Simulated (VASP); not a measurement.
A run of VASP 6.6.1 is set up as follows.

INCAR

```
SYSTEM = TiTe2
PREC     = Accurate       ! precision mode
ENCUT    = 600            ! plane-wave cutoff, eV
EDIFF    = 1E-6           ! SCF threshold, eV
ISMEAR   = 1              ! smearing method
SIGMA    = 0.1            ! smearing width, eV
LREAL    = .False.        ! projectors in reciprocal space
LASPH    = .True.         ! aspherical terms in the spheres
NELM     = 80             ! most SCF steps
ALGO     = Normal         ! electronic algorithm
ISIF     = 3              ! what is computed and relaxed
LWAVE    = .False.        ! write WAVECAR
LCHARG   = .False.        ! write CHGCAR
GGA      = CA             ! functional
IBRION   = 2              ! ionic algorithm
NSW      = 90             ! ionic steps
EDIFFG   = -0.01          ! ionic threshold
KPAR     = 2
```

Contents of KPOINTS:

```
regular mesh
0
Gamma
  12 12 6
  0 0 0
```

File POSCAR:

```
TiTe2
1.0
    3.7770000000      0.0000000000      0.0000000000
   -1.8885000000      3.2709779501      0.0000000000
    0.0000000000      0.0000000000      6.4980000000
Ti Te
1 2
Direct
    0.0000000000      0.0000000000      0.0000000000
    0.6666666667      0.3333333333      0.2628000000
    0.3333333333      0.6666666667      0.7372000000
```

Potentials or basis: VASP PAW LDA potentials, release 64 (Ti_sv, Te).

Launch:

```bash
$ cat potpaw_LDA.64/Ti_sv/POTCAR potpaw_LDA.64/Te/POTCAR > POTCAR
$ mpirun -np 2 vasp_std > vasp.out
```

Q: Estimate the band gap on the k mesh.

A: None (metal or under the smearing width).

Q: What does it give for the space group after relaxing (to 0.05 Å)?

A: P-3m1 (No. 164).

The path:
| step | energy change (eV) | largest force (eV/Å) | pressure (GPa) | volume (Å³) |
| --- | --- | --- | --- | --- |
| 1 | 0.0000 | 0.2632 | -4.01 | 80.28 |
| 2 | -0.0238 | 0.7561 | 3.51 | 72.74 |
| 3 | -0.0602 | 0.2821 | -0.12 | 75.89 |
| 4 | -0.0682 | 0.1937 | -0.12 | 75.35 |
| 5 | -0.0724 | 0.0592 | -0.06 | 74.56 |
| 6 | -0.0741 | 0.0461 | -0.03 | 74.33 |
| 7 | -0.0763 | 0.0011 | 0.08 | 73.62 |
| 8 | -0.0763 | 0.0026 | 0.09 | 73.64 |
| 9 | -0.0763 | 0.0052 | 0.09 | 73.68 |
| 10 | -0.0762 | 0.0253 | -0.19 | 73.94 |
| 11 | -0.0763 | 0.0047 | -0.01 | 73.76 |
| 12 | -0.0763 | 0.0013 | -0.01 | 73.78 |

Spin-orbit coupling is left out, which matters for the levels of Te. LDA usually gives volumes a few per cent too small.
